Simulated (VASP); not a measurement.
VASP input:

POSCAR:
```
Mg
1
    1.4054198773    -2.4342591606    -0.0000000000
    1.4054198773     2.4342591606    -0.0000000000
    0.0000000000     0.0000000000     4.5554128257
Mg
2
Direct
  0.3333330000   0.6666670000   0.2500000000
  0.6666670000   0.3333330000   0.7500000000
```

INCAR:
```
# general
SYSTEM  = Mg
PREC    = Accurate
ENCUT   = 500   # plane-wave cut-off (eV)
LREAL   = .False.   # projection in real space or not
LASPH   = .True.

# electronic loop
EDIFF   = 1E-6   # SCF stop (eV)
NELM    = 100
ALGO    = Normal

# smearing
ISMEAR  = 1   # Methfessel-Paxton
SIGMA   = 0.1   # width (eV)

# functional
GGA     = PE   # PBE

# ions
IBRION  = 2   # conjugate gradients
NSW     = 40   # most ionic steps
ISIF    = 3   # ions, shape and volume
EDIFFG  = -0.02   # ionic stop
PSTRESS = 300   # kbar

# output
LWAVE   = .False.
LCHARG  = .False.
```

File KPOINTS:
```
Automatic mesh
0
Gamma
15 15 8
0 0 0
```

POTCAR, in this order: Mg (PBE.64 set). Program: vasp_std.

Task: Translate this PBE calculation to Ansatz.

Result: One equivalent input (not run):
Ansatz 0.2 input:
```yaml
crystal:
  lattice:
    - [1.4054199, -2.4342592, 0.0000000]
    - [1.4054199, 2.4342592, 0.0000000]
    - [0.0000000, 0.0000000, 4.5554128]
  atoms:
    - { symbol: Mg, position: [0.3333330, 0.6666670, 0.2500000] }
    - { symbol: Mg, position: [0.6666670, 0.3333330, 0.7500000] }
kpoints:
  mp_grid: { grid: [15, 15, 8] }
hamiltonian:
  xc: pbe
  pseudopotentials: { kind: paw }
scf:
  occupations: { method: methfessel_paxton, width: 0.1 }
  max_iter: 100
relax:
  max_steps: 40
  f_tol: 0.02
  cell: { p_target: 30 }
output: { forces: true, stress: true, eigenvalues: true }
```
What does not carry over: each code has its own PAW files, so the cut-off isn't converted (ENCUT is set for VASP's; basis.ecutwfc is left out, and Ansatz then takes the one that its files recommend); Ansatz stops its SCF on the density residual and VASP on the energy change (EDIFF).

The compound is Mg in the hcp structure. This run relaxes it under an external pressure of 30 GPa. Symmetry was kept, so distortions that lower it aren't found.
